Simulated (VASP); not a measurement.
Output of a VASP run:

File OSZICAR:
```
       N       E                     dE             d eps       ncg     rms          rms(c)
DAV:   1    -0.566694720051E+03   -0.56669E+03   -0.33720E+03   752   0.705E+02
DAV:   2    -0.584616409172E+03   -0.17922E+02   -0.16597E+02  1192   0.891E+01
DAV:   3    -0.584871697328E+03   -0.25529E+00   -0.25529E+00   912   0.126E+01
DAV:   4    -0.584872003530E+03   -0.30620E-03   -0.30608E-03  1112   0.463E-01
DAV:   5    -0.149196414959E+02    0.56995E+03   -0.31078E+00   760   0.128E+01    0.643E+00
DAV:   6    -0.142285720431E+02    0.69107E+00   -0.11774E+00   840   0.656E+00    0.391E+00
DAV:   7    -0.141758042518E+02    0.52768E-01   -0.57586E-01   800   0.413E+00    0.215E+00
DAV:   8    -0.141797189520E+02   -0.39147E-02   -0.67112E-02   920   0.152E+00    0.116E+00
DAV:   9    -0.141740214370E+02    0.56975E-02   -0.53933E-03   848   0.535E-01    0.668E-01
DAV:  10    -0.141723408742E+02    0.16806E-02   -0.42686E-03   856   0.413E-01    0.405E-01
DAV:  11    -0.141722308075E+02    0.11007E-03   -0.10692E-03   984   0.207E-01    0.260E-01
DAV:  12    -0.141722102982E+02    0.20509E-04   -0.10553E-04   848   0.792E-02    0.156E-01
DAV:  13    -0.141722074988E+02    0.27993E-05   -0.41948E-05   944   0.499E-02    0.909E-02
DAV:  14    -0.141722157569E+02   -0.82581E-05   -0.19564E-05   992   0.331E-02    0.510E-02
DAV:  15    -0.141722222816E+02   -0.65247E-05   -0.54217E-06   944   0.195E-02    0.286E-02
DAV:  16    -0.141722258807E+02   -0.35991E-05   -0.16785E-06   880   0.121E-02    0.162E-02
DAV:  17    -0.141722277751E+02   -0.18944E-05   -0.71352E-07   656   0.800E-03    0.934E-03
DAV:  18    -0.141722287408E+02   -0.96572E-06   -0.31254E-07   448   0.536E-03
   1 F= -.14172229E+02 E0= -.14172229E+02  d E =-.175907E-11
```

**OUTCAR**
```
------------------------ aborting loop because EDIFF is reached ----------------------------------------
  FORCE on cell =-STRESS in cart. coord.  units (eV):
  Direction    XX          YY          ZZ          XY          YZ          ZX
  --------------------------------------------------------------------------------------
  Total       -0.3033701     -0.3033701     -0.3033701      0.0000000     -0.0000000      0.0000000
  in kB      -17.7026945    -17.7026945    -17.7026945      0.0000000     -0.0000000      0.0000000
  external PRESSURE =     -17.7026945 kB  Pullay stress =       0.0000000 kB
  volume of cell :       27.46
      direct lattice vectors                 reciprocal lattice vectors
     0.000000000  2.394444000  2.394444000    -0.208816744  0.208816744  0.208816744
     2.394444000  0.000000000  2.394444000     0.208816744 -0.208816744  0.208816744
     2.394444000  2.394444000  0.000000000     0.208816744  0.208816744 -0.208816744
  FREE ENERGIE OF THE ION-ELECTRON SYSTEM (eV)
  ---------------------------------------------------
  free  energy   TOTEN  =       -14.1722287408 eV

  energy  without entropy=      -14.1722287408  energy(sigma->0) =      -14.17222874

  exchange ACFDT corr.  =         0.00000000  see jH, gK, PRB 81, 115126
```
(Selected blocks of OUTCAR.)

**POSCAR**
```
BAs
1
    0.0000000000     2.3944440000     2.3944440000
    2.3944440000     0.0000000000     2.3944440000
    2.3944440000     2.3944440000     0.0000000000
B As
1 1
Direct
  0.2500000000   0.2500000000   0.2500000000
  0.0000000000   0.0000000000   0.0000000000
```

Q: Reconstruct the remaining input files.

A: This is not unique; one that fits is the input of the run itself, PBE0 hybrid, plane waves, VASP's PBE PAW potentials (set 64).

**INCAR**
```
AEXX = 0.25
ALGO = Normal
EDIFF = 1E-6
ENCUT = 400
GGA = PE
HFRCUT = -1
ISIF = 2
ISMEAR = 0
ISYM = 3
LASPH = .TRUE.
LCHARG = .FALSE.
LHFCALC = .TRUE.
LMAXMIX = 4
LREAL = .FALSE.
LWAVE = .FALSE.
NELM = 100
PREC = Accurate
PRECFOCK = Fast
SIGMA = 0.05
SYSTEM = BAs
```

File KPOINTS:
```
Automatic mesh
0
Gamma
10 10 10
0 0 0
```

POTCAR, in this order: B As (PBE.64 set). Program: vasp_std.

At this cut-off the stress carries a Pulay error, which pulls relaxed volumes low.

The structure comes from a computed database's BAs entry; how it stands against other phases isn't given here. The cell was not relaxed at this level.
